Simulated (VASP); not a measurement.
VASP input:

File KPOINTS:
```
Automatic mesh
0
Gamma
13 13 13
0 0 0
```

### INCAR
```
SYSTEM = Fe
PREC = Accurate
ENCUT = 400
EDIFF = 1E-6
NELM = 60
ALGO = Normal
LREAL = .FALSE.
LASPH = .TRUE.
ISMEAR = 1
SIGMA = 0.1
GGA = PE
LMAXMIX = 4
ISPIN = 2
MAGMOM = 2.5
LORBIT = 10
LWAVE = .FALSE.
LCHARG = .FALSE.
ISIF = 2
IMIX = 1
AMIX = 1.2
BMIX = 0.0001
```

POSCAR:
```
Fe
1
   -1.4350000000     1.4350000000     1.4350000000
    1.4350000000    -1.4350000000     1.4350000000
    1.4350000000     1.4350000000    -1.4350000000
Fe
1
Direct
  0.0000000000   0.0000000000   0.0000000000
```

POTCAR, in this order: Fe (PBE.64 set). Program: vasp_std.

The run wrote:

**standard output**
```
 POSCAR found type information on POSCAR Fe
 POSCAR found :  1 types and       1 ions
 Reading from existing POTCAR
 Reading from existing POTCAR
 LDA part: xc-table for (Slater+PW92), standard interpolation
 POSCAR, INCAR and KPOINTS ok, starting setup
 WAVECAR not read
 entering main loop
       N       E                     dE             d eps       ncg     rms          rms(c)
DAV:   1     0.126495953851E+02    0.12650E+02   -0.35851E+03  3153   0.881E+02
DAV:   2    -0.900339754368E+01   -0.21653E+02   -0.20290E+02  3068   0.118E+02
DAV:   3    -0.924280117431E+01   -0.23940E+00   -0.23890E+00  3338   0.170E+01
DAV:   4    -0.924407299967E+01   -0.12718E-02   -0.12717E-02  3400   0.116E+00
DAV:   5    -0.924408554633E+01   -0.12547E-04   -0.12547E-04  3269   0.100E-01    0.109E+01
DAV:   6    -0.207556115935E+02   -0.11512E+02   -0.16109E+02  3152   0.193E+02    0.478E+01
DAV:   7    -0.529638447332E+02   -0.32208E+02   -0.11749E+03  3736   0.364E+02    0.869E+01
DAV:   8    -0.259285775012E+03   -0.20632E+03   -0.40915E+03  3128   0.114E+03    0.325E+02
DAV:   9     0.103108038694E+03    0.36239E+03   -0.69442E+03  3513   0.435E+02    0.849E+02
DAV:  10     0.209695136188E+04    0.19938E+04   -0.74696E+03  3185   0.619E+02    0.318E+03

 -----------------------------------------------------------------------------
|                     _     ____    _    _    _____     _                     |
|                    | |   |  _ \  | |  | |  / ____|   | |                    |
|                    | |   | |_) | | |  | | | |  __    | |                    |
|                    |_|   |  _ <  | |  | | | | |_ |   |_|                    |
|                     _    | |_) | | |__| | | |__| |    _                     |
|                    (_)   |____/   \____/   \_____|   (_)                    |
|                                                                             |
|                                                                             |
|      internal error in RAD_INT: RHOPS /= RHOAE                              |
|                                                                             |
|     If you are not a developer, you should not encounter this problem.      |
|     Please submit a bug report.                                             |
|                                                                             |
 -----------------------------------------------------------------------------
```

Problem. From input and log, find the fault in this run and mend it.

Solution. The cause: simple mixing (IMIX = 1) with AMIX above 1 overshoots. VASP stops with an error: internal error in RAD_INT: RHOPS /= RHOAE If you are not a developer, you should not encounter this problem. Please submit a bug report. To mend it, remove IMIX, remove AMIX, remove BMIX.

The mended run (PBE GGA, plane waves, VASP's PBE PAW potentials (set 64)) converges, and its OSZICAR ends with
```
   1 F= -.82262588E+01 E0= -.82261999E+01  d E =-.176767E-03  mag=     2.2181
```

The compound is Fe in the bcc structure. The cell was not relaxed at this level.
